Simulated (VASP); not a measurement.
Computed with LDA (Ceperley-Alder, Perdew-Zunger), VASP's LDA PAW potentials (set 64) (plane waves; VASP 6.6.1).

VASP ran on this input.

### INCAR
```
! general
SYSTEM    =  Sc(CuSi)2
PREC      =  Accurate
ENCUT     =  300   ! plane-wave cut-off (eV)
LREAL     =  F   ! projection in real space or not
LASPH     =  T   ! aspherical one-centre terms

! electronic loop
EDIFF     =  1E-8
NELM      =  100   ! most electronic steps
ALGO      =  Normal
LMAXMIX   =  4

! smearing
ISMEAR    =  -1   ! Fermi-Dirac
SIGMA     =  0.136   ! width (eV)

! ions
IBRION    =  8   ! DFPT with symmetry
NSW       =  1   ! most ionic steps
ISIF      =  2   ! forces and stress, cell fixed

! output
LWAVE     =  F
LCHARG    =  F

! other
LEPSILON  =  F
```

POSCAR:
```
Sc(CuSi)2
1.0
 -1.9028410000   1.9028410000   5.0138020000
  1.9028410000  -1.9028410000   5.0138020000
  1.9028410000   1.9028410000  -5.0138020000
Sc Si Cu
1 2 2
direct
  0.0000000000   0.0000000000   0.0000000000
  0.6135300000   0.6135300000   0.0000000000
  0.3864700000   0.3864700000   0.0000000000
  0.2500000000   0.7500000000   0.5000000000
  0.7500000000   0.2500000000   0.5000000000
```

KPOINTS:
```
Automatic mesh
0
Gamma
9 9 9
0 0 0
```

POTCAR, in this order: Sc_sv Si Cu (LDA.64 set). Program: vasp_std.

What VASP printed:

File OUTCAR:
```
 ion  position               nearest neighbor table
   1  0.000  0.000  0.000-   2 2.92   2 2.92   3 2.92   2 2.92   3 2.92   3 2.92   2 2.92   3 2.92
  LATTYP: Found a body centered tetragonal cell.
 ALAT       =     3.8056820000
 C/A-ratio  =     2.6349032841
 Subroutine PRICEL returns:
 Original cell was already a primitive cell.
 Subroutine GETGRP returns: Found 16 space group operations
The static configuration has the point symmetry D_4h.
The dynamic configuration has the point symmetry D_4h.
 Subroutine INISYM returns: Found 16 space group operations
 Subroutine IBZKPT returns following result:
 Found     75 irreducible k-points:

 Following reciprocal coordinates:
            Coordinates               Weight
  0.000000  0.000000  0.000000      1.000000
  0.111111 -0.000000  0.000000      8.000000
  0.222222  0.000000  0.000000      8.000000
  0.333333  0.000000 -0.000000      8.000000
  0.444444  0.000000  0.000000      8.000000
  0.111111  0.111111  0.000000      8.000000
  0.222222  0.111111  0.000000     16.000000
  0.333333  0.111111 -0.000000     16.000000
  0.444444  0.111111  0.000000     16.000000
 -0.444444  0.111111  0.000000     16.000000
 -0.333333  0.111111  0.000000     16.000000
 -0.222222  0.111111  0.000000     16.000000
 -0.111111  0.111111  0.000000      4.000000
  0.222222  0.222222  0.000000      8.000000
  0.333333  0.222222  0.000000     16.000000
  0.444444  0.222222  0.000000     16.000000
 -0.444444  0.222222  0.000000     16.000000
 -0.333333  0.222222  0.000000     16.000000
 -0.222222  0.222222  0.000000      4.000000
  0.333333  0.333333  0.000000      8.000000
  0.444444  0.333333  0.000000     16.000000
 -0.444444  0.333333 -0.000000     16.000000
 -0.333333  0.333333  0.000000      4.000000
  0.444444  0.444444  0.000000      8.000000
 -0.444444  0.444444  0.000000      4.000000
  0.111111  0.111111  0.111111      8.000000
  0.222222  0.111111  0.111111     16.000000
  0.333333  0.111111  0.111111     16.000000
 -0.111111  0.111111  0.111111      4.000000
  0.222222  0.222222  0.111111      8.000000
  0.333333  0.222222  0.111111     16.000000
  0.444444  0.222222  0.111111     16.000000
 -0.444444  0.222222  0.111111      8.000000
 -0.222222  0.222222  0.111111      8.000000
 -0.111111  0.222222  0.111111      8.000000
  0.333333  0.333333  0.111111      8.000000
  0.444444  0.333333  0.111111      8.000000
 -0.333333  0.333333  0.111111      8.000000
 -0.222222  0.333333  0.111111     16.000000
 -0.111111  0.333333  0.111111      8.000000
 Subroutine IBZKPT_HF returns following result:
   k-points           NKPTS =     75   k-points in BZ     NKDIM =     75   number of bands    NBANDS=     24
   number of dos      NEDOS =    301   number of ions     NIONS =      5
   total plane-waves  NPLWV =  32768
   dimension x,y,z NGX =    32 NGY =   32 NGZ =   32
   dimension x,y,z NGXF=    64 NGYF=   64 NGZF=   64
   ions per type =               1   2   2
   PREC   = accura    normal or accurate (medium, high low for compatibility)
   ISTART =      0    job   : 0-new  1-cont  2-samecut
   ICHARG =      2    charge: 1-file 2-atom 10-const
   ISPIN  =      1    spin polarized calculation?
   LNONCOLLINEAR =      F non collinear calculations
   LSORBIT =      F    spin-orbit coupling
   INIWAV =      1    electr: 0-lowe 1-rand  2-diag
   ENCUT  =  300.0 eV  22.05 Ry    4.70 a.u.   8.04  8.04  8.04*2*pi/ulx,y,z
   NELM   =    100;   NELMIN=  2; NELMDL= -5     # of ELM steps
   EDIFF  = 0.1E-07   stopping-criterion for ELM
   LREAL  =      F    real-space projection
   NLSPLINE    = F    spline interpolate recip. space projectors
...
```

### OSZICAR
```
...
RMM:   5    -0.787060142604E+00    0.10675E-03   -0.27473E-04  6995   0.888E-02    0.112E-02
RMM:   6    -0.787075561273E+00   -0.15419E-04   -0.62451E-05  7455   0.356E-02    0.355E-03
RMM:   7    -0.787085682279E+00   -0.10121E-04   -0.12085E-05  7411   0.147E-02    0.124E-03
RMM:   8    -0.787093536645E+00   -0.78544E-05   -0.37444E-06  6254   0.731E-03    0.566E-04
RMM:   9    -0.787097444971E+00   -0.39083E-05   -0.14730E-06  6449   0.394E-03    0.308E-04
RMM:  10    -0.787103735464E+00   -0.62905E-05   -0.65571E-07  7485   0.222E-03    0.663E-05
RMM:  11    -0.787103782435E+00   -0.46972E-07   -0.32838E-07  7406   0.128E-03    0.459E-05
RMM:  12    -0.787104129606E+00   -0.34717E-06   -0.17664E-07  6960   0.891E-04    0.152E-05
RMM:  13    -0.787104103154E+00    0.26452E-07   -0.11116E-07  7190   0.681E-04    0.902E-06
RMM:  14    -0.787104095899E+00    0.72549E-08   -0.71108E-08  7758   0.560E-04    0.751E-06
 Linear response progress:
  Degree of freedom:   3/  6
       N       E                     dE             d eps       ncg     rms          rms(c)
RMM:   1    -0.243462977323E-01   -0.24346E-01   -0.11210E-03 21939   0.186E+00
RMM:   2    -0.189344417388E-01    0.54119E-02   -0.23332E-03 13299   0.933E-01    0.633E-02
RMM:   3    -0.197469019186E-01   -0.81246E-03   -0.32599E-03 18850   0.325E-01    0.478E-02
RMM:   4    -0.198691630096E-01   -0.12226E-03   -0.14504E-04 15914   0.910E-02    0.266E-02
RMM:   5    -0.200788262297E-01   -0.20966E-03   -0.13864E-04 15398   0.784E-02    0.582E-03
RMM:   6    -0.200492463462E-01    0.29580E-04   -0.17422E-05 15392   0.376E-02    0.286E-03
RMM:   7    -0.200386600209E-01    0.10586E-04   -0.88201E-06 18532   0.137E-02    0.231E-03
RMM:   8    -0.200469922195E-01   -0.83322E-05   -0.78674E-07 15208   0.614E-03    0.101E-03
RMM:   9    -0.200424586158E-01    0.45336E-05   -0.14535E-07 14464   0.448E-03    0.392E-04
RMM:  10    -0.200389391669E-01    0.35194E-05   -0.18683E-07 17799   0.247E-03    0.280E-04
RMM:  11    -0.200400307125E-01   -0.10915E-05   -0.57696E-08 16151   0.114E-03    0.118E-04
RMM:  12    -0.200408025627E-01   -0.77185E-06   -0.14048E-08 18165   0.680E-04    0.126E-04
RMM:  13    -0.200405558646E-01    0.24670E-06   -0.16131E-08 16098   0.393E-04    0.495E-05
RMM:  14    -0.200403094534E-01    0.24641E-06   -0.43722E-09 18936   0.258E-04    0.242E-05
RMM:  15    -0.200403773225E-01   -0.67869E-07   -0.85021E-09 17295   0.195E-04    0.200E-05
RMM:  16    -0.200404101709E-01   -0.32848E-07   -0.12049E-08 19362   0.167E-04    0.588E-06
RMM:  17    -0.200404433120E-01   -0.33141E-07   -0.13021E-08 19680   0.161E-04    0.949E-07
RMM:  18    -0.200404493571E-01   -0.60450E-08   -0.12312E-08 20107   0.152E-04    0.117E-06
 Linear response progress:
  Degree of freedom:   4/  6
       N       E                     dE             d eps       ncg     rms          rms(c)
RMM:   1    -0.309316574244E-01   -0.30932E-01    0.15727E-02  6151   0.203E+00
RMM:   2    -0.235193666859E-01    0.74123E-02   -0.58481E-03  5027   0.101E+00    0.115E-01
RMM:   3    -0.243420438431E-01   -0.82268E-03   -0.42829E-03  6312   0.404E-01    0.733E-02
RMM:   4    -0.245113987809E-01   -0.16935E-03   -0.44871E-04  5515   0.161E-01    0.419E-02
RMM:   5    -0.246767566931E-01   -0.16536E-03   -0.24152E-04  5018   0.176E-01    0.159E-02
RMM:   6    -0.246825753373E-01   -0.58186E-05   -0.71922E-05  5286   0.886E-02    0.640E-03
RMM:   7    -0.246699715337E-01    0.12604E-04   -0.34202E-05  6475   0.388E-02    0.583E-03
RMM:   8    -0.246808596975E-01   -0.10888E-04   -0.51868E-06  5212   0.250E-02    0.278E-03
RMM:   9    -0.246773760674E-01    0.34836E-05   -0.20112E-06  6103   0.110E-02    0.141E-03
RMM:  10    -0.246780163733E-01   -0.64031E-06   -0.43964E-07  6184   0.574E-03    0.409E-04
RMM:  11    -0.246766698011E-01    0.13466E-05   -0.21269E-07  6659   0.226E-03    0.186E-04
RMM:  12    -0.246773783467E-01   -0.70855E-06   -0.44138E-08  6368   0.806E-04    0.105E-04
RMM:  13    -0.246773014544E-01    0.76892E-07    0.26185E-09  5875   0.526E-04    0.291E-05
RMM:  14    -0.246771982838E-01    0.10317E-06   -0.19993E-09  6572   0.292E-04    0.235E-05
RMM:  15    -0.246772729831E-01   -0.74699E-07   -0.93606E-09  6783   0.198E-04    0.137E-05
RMM:  16    -0.246773160066E-01   -0.43024E-07    0.70185E-09  6051   0.167E-04    0.404E-06
RMM:  17    -0.246773124739E-01    0.35327E-08    0.90450E-09  7214   0.153E-04    0.212E-06
 Linear response progress:
  Degree of freedom:   5/  6
       N       E                     dE             d eps       ncg     rms          rms(c)
RMM:   1    -0.246673193505E+00   -0.24667E+00   -0.14112E-01 15085   0.411E+00
RMM:   2    -0.243327090458E+00    0.33461E-02   -0.56808E-03 12732   0.120E+00    0.145E-01
RMM:   3    -0.243589741969E+00   -0.26265E-03   -0.15715E-03 15322   0.381E-01    0.950E-02
RMM:   4    -0.244020866024E+00   -0.43112E-03   -0.36915E-04 15976   0.151E-01    0.961E-03
RMM:   5    -0.244007938036E+00    0.12928E-04   -0.66908E-05 17311   0.511E-02    0.686E-03
RMM:   6    -0.243985486241E+00    0.22452E-04   -0.11815E-05 17349   0.198E-02    0.294E-03
RMM:   7    -0.244002163279E+00   -0.16677E-04   -0.21525E-06 18069   0.844E-03    0.815E-04
RMM:   8    -0.243999621490E+00    0.25418E-05   -0.33409E-07 15821   0.354E-03    0.556E-04
RMM:   9    -0.243994083541E+00    0.55379E-05   -0.10830E-07 17745   0.176E-03    0.174E-04
RMM:  10    -0.243994939045E+00   -0.85550E-06   -0.16684E-08 17716   0.764E-04    0.513E-05
RMM:  11    -0.243994980974E+00   -0.41929E-07   -0.11612E-08 17565   0.392E-04    0.282E-05
RMM:  12    -0.243994819703E+00    0.16127E-06   -0.81943E-09 19580   0.295E-04    0.929E-06
RMM:  13    -0.243994811569E+00    0.81344E-08   -0.90972E-09 18871   0.246E-04    0.438E-06
 Linear response progress:
  Degree of freedom:   6/  6
       N       E                     dE             d eps       ncg     rms          rms(c)
RMM:   1    -0.249502039468E+00   -0.24950E+00   -0.14431E-01  9887   0.447E+00
RMM:   2    -0.245967241742E+00    0.35348E-02   -0.72953E-03  8688   0.113E+00    0.148E-01
RMM:   3    -0.246201623899E+00   -0.23438E-03   -0.16148E-03  9150   0.377E-01    0.908E-02
RMM:   4    -0.246473072662E+00   -0.27145E-03   -0.35182E-04  9887   0.149E-01    0.131E-02
RMM:   5    -0.246551148922E+00   -0.78076E-04   -0.10831E-04 10904   0.584E-02    0.716E-03
RMM:   6    -0.246559527459E+00   -0.83785E-05   -0.16768E-05  9832   0.277E-02    0.384E-03
RMM:   7    -0.246576619944E+00   -0.17092E-04   -0.30081E-06  8749   0.177E-02    0.233E-03
RMM:   8    -0.246577165062E+00   -0.54512E-06   -0.20806E-06 10186   0.100E-02    0.222E-03
RMM:   9    -0.246567795274E+00    0.93698E-05   -0.58792E-07 10358   0.482E-03    0.584E-04
RMM:  10    -0.246570759625E+00   -0.29644E-05   -0.18454E-07  9880   0.326E-03    0.397E-04
RMM:  11    -0.246569427823E+00    0.13318E-05   -0.11918E-07 11603   0.140E-03    0.413E-04
RMM:  12    -0.246568109235E+00    0.13186E-05   -0.24793E-08  9916   0.750E-04    0.172E-04
RMM:  13    -0.246568058109E+00    0.51126E-07   -0.19964E-08 10718   0.590E-04    0.735E-05
RMM:  14    -0.246567918769E+00    0.13934E-06   -0.12681E-08 10998   0.406E-04    0.467E-05
RMM:  15    -0.246567947643E+00   -0.28873E-07   -0.10847E-08 10940   0.296E-04    0.221E-05
RMM:  16    -0.246567960777E+00   -0.13134E-07   -0.11270E-08 11776   0.268E-04    0.157E-05
RMM:  17    -0.246567925949E+00    0.34828E-07   -0.11083E-08 11033   0.287E-04    0.637E-06
RMM:  18    -0.246567951143E+00   -0.25195E-07   -0.11487E-08 11682   0.261E-04    0.376E-06
RMM:  19    -0.246567951189E+00   -0.46234E-10   -0.11608E-08 11863   0.255E-04    0.381E-06
 Linear response finished
```

**OUTCAR**
```
------------------------ aborting loop because EDIFF is reached ----------------------------------------

   1 f  =   15.036519 THz    94.477238 2PiTHz  501.564300 cm-1    62.186020 meV
             X         Y         Z           dx          dy          dz
      0.000000  0.000000  0.000000     0.000000   -0.000000    0.000000
      0.000000  0.000000  6.152236     0.000000    0.000000    0.707107
      0.000000  0.000000  3.875368    -0.000000   -0.000000   -0.707107
      1.902841  0.000000  2.506901     0.000000   -0.000000    0.000000
      0.000000  1.902841  2.506901     0.000000   -0.000000    0.000000

   2 f  =    9.436825 THz    59.293320 2PiTHz  314.778598 cm-1    39.027555 meV
             X         Y         Z           dx          dy          dz
      0.000000  0.000000  0.000000     0.000000    0.000000    0.000000
      0.000000  0.000000  6.152236     0.076596    0.615285    0.000000
      0.000000  0.000000  3.875368    -0.076596   -0.615285    0.000000
      1.902841  0.000000  2.506901     0.041994   -0.337334   -0.000000
      0.000000  1.902841  2.506901    -0.041994    0.337334   -0.000000

   3 f  =    9.436825 THz    59.293320 2PiTHz  314.778598 cm-1    39.027555 meV
             X         Y         Z           dx          dy          dz
      0.000000  0.000000  0.000000    -0.000000   -0.000000    0.000000
      0.000000  0.000000  6.152236    -0.615285    0.076596    0.000000
      0.000000  0.000000  3.875368     0.615285   -0.076596   -0.000000
      1.902841  0.000000  2.506901    -0.337334   -0.041994   -0.000000
      0.000000  1.902841  2.506901     0.337334    0.041994    0.000000

   4 f  =    9.209828 THz    57.867058 2PiTHz  307.206806 cm-1    38.088772 meV
             X         Y         Z           dx          dy          dz
      0.000000  0.000000  0.000000     0.037632   -0.288086    0.000000
      0.000000  0.000000  6.152236    -0.079492    0.608545   -0.000000
      0.000000  0.000000  3.875368    -0.079492    0.608545   -0.000000
      1.902841  0.000000  2.506901     0.036898   -0.282468    0.000000
      0.000000  1.902841  2.506901     0.036898   -0.282468    0.000000

   5 f  =    9.209828 THz    57.867058 2PiTHz  307.206806 cm-1    38.088772 meV
             X         Y         Z           dx          dy          dz
      0.000000  0.000000  0.000000     0.288086    0.037632    0.000000
      0.000000  0.000000  6.152236    -0.608545   -0.079492   -0.000000
      0.000000  0.000000  3.875368    -0.608545   -0.079492    0.000000
      1.902841  0.000000  2.506901     0.282468    0.036898   -0.000000
      0.000000  1.902841  2.506901     0.282468    0.036898   -0.000000

   6 f  =    8.842764 THz    55.560722 2PiTHz  294.962843 cm-1    36.570715 meV
             X         Y         Z           dx          dy          dz
      0.000000  0.000000  0.000000     0.000000    0.000000    0.037296
      0.000000  0.000000  6.152236     0.000000   -0.000000   -0.595694
      0.000000  0.000000  3.875368     0.000000   -0.000000   -0.595694
      1.902841  0.000000  2.506901     0.000000    0.000000    0.380069
      0.000000  1.902841  2.506901     0.000000    0.000000    0.380069

   7 f  =    5.210975 THz    32.741522 2PiTHz  173.819421 cm-1    21.550852 meV
             X         Y         Z           dx          dy          dz
      0.000000  0.000000  0.000000    -0.304676    0.792605    0.000000
      0.000000  0.000000  6.152236    -0.010096    0.026263   -0.000000
      0.000000  0.000000  3.875368    -0.010096    0.026263    0.000000
      1.902841  0.000000  2.506901     0.133619   -0.347605    0.000000
      0.000000  1.902841  2.506901     0.133619   -0.347605   -0.000000

   8 f  =    5.210975 THz    32.741522 2PiTHz  173.819421 cm-1    21.550852 meV
             X         Y         Z           dx          dy          dz
      0.000000  0.000000  0.000000    -0.792605   -0.304676    0.000000
      0.000000  0.000000  6.152236    -0.026263   -0.010096   -0.000000
      0.000000  0.000000  3.875368    -0.026263   -0.010096   -0.000000
      1.902841  0.000000  2.506901     0.347605    0.133619   -0.000000
      0.000000  1.902841  2.506901     0.347605    0.133619   -0.000000

   9 f  =    4.586368 THz    28.817000 2PiTHz  152.984767 cm-1    18.967685 meV
             X         Y         Z           dx          dy          dz
      0.000000  0.000000  0.000000     0.000000    0.000000    0.894967
      0.000000  0.000000  6.152236     0.000000   -0.000000   -0.149292
      0.000000  0.000000  3.875368    -0.000000    0.000000   -0.149292
      1.902841  0.000000  2.506901    -0.000000   -0.000000   -0.277902
      0.000000  1.902841  2.506901     0.000000    0.000000   -0.277902

  10 f  =    4.437045 THz    27.878775 2PiTHz  148.003887 cm-1    18.350135 meV
             X         Y         Z           dx          dy          dz
      0.000000  0.000000  0.000000     0.000000    0.000000    0.000000
      0.000000  0.000000  6.152236     0.000000   -0.000000   -0.000000
      0.000000  0.000000  3.875368    -0.000000    0.000000   -0.000000
      1.902841  0.000000  2.506901    -0.000000   -0.000000   -0.707107
      0.000000  1.902841  2.506901     0.000000    0.000000    0.707107

  11 f  =    3.802524 THz    23.891965 2PiTHz  126.838558 cm-1    15.725970 meV
             X         Y         Z           dx          dy          dz
      0.000000  0.000000  0.000000     0.000000   -0.000000    0.000000
      0.000000  0.000000  6.152236    -0.156734   -0.301648    0.000000
      0.000000  0.000000  3.875368     0.156734    0.301648   -0.000000
      1.902841  0.000000  2.506901     0.285878   -0.550196    0.000000
      0.000000  1.902841  2.506901    -0.285878    0.550196   -0.000000

  12 f  =    3.802524 THz    23.891965 2PiTHz  126.838558 cm-1    15.725970 meV
             X         Y         Z           dx          dy          dz
      0.000000  0.000000  0.000000     0.000000    0.000000   -0.000000
      0.000000  0.000000  6.152236     0.301648   -0.156734    0.000000
      0.000000  0.000000  3.875368    -0.301648    0.156734    0.000000
      1.902841  0.000000  2.506901    -0.550196   -0.285878    0.000000
      0.000000  1.902841  2.506901     0.550196    0.285878   -0.000000

  13 f/i=    0.004481 THz     0.028157 2PiTHz    0.149480 cm-1     0.018533 meV
             X         Y         Z           dx          dy          dz
      0.000000  0.000000  0.000000     0.000000   -0.000000    0.444571
      0.000000  0.000000  6.152236     0.000000   -0.000000    0.350514
      0.000000  0.000000  3.875368     0.000000   -0.000000    0.350514
      1.902841  0.000000  2.506901     0.000000   -0.000000    0.527559
      0.000000  1.902841  2.506901     0.000000   -0.000000    0.527559

  14 f/i=    0.020915 THz     0.131410 2PiTHz    0.697635 cm-1     0.086496 meV
             X         Y         Z           dx          dy          dz
      0.000000  0.000000  0.000000    -0.135331   -0.419792   -0.000000
      0.000000  0.000000  6.152236    -0.107417   -0.333203   -0.000000
...
```
(Selected blocks of OUTCAR.)

At this cut-off the stress carries a Pulay error, which pulls relaxed volumes low.

The structure comes from a computed database's Cu2ScSi2 entry (I4/mmm); how it stands against other phases isn't given here. The cell was not relaxed at this level. The run is one of a series of settings (EDIFF = 1E-8, IBRION = 8, LEPSILON = .FALSE., NSW = 1 against the base run), some of them coarse on purpose. The electron count is odd and the run is not spin-polarised, which forces a metal.
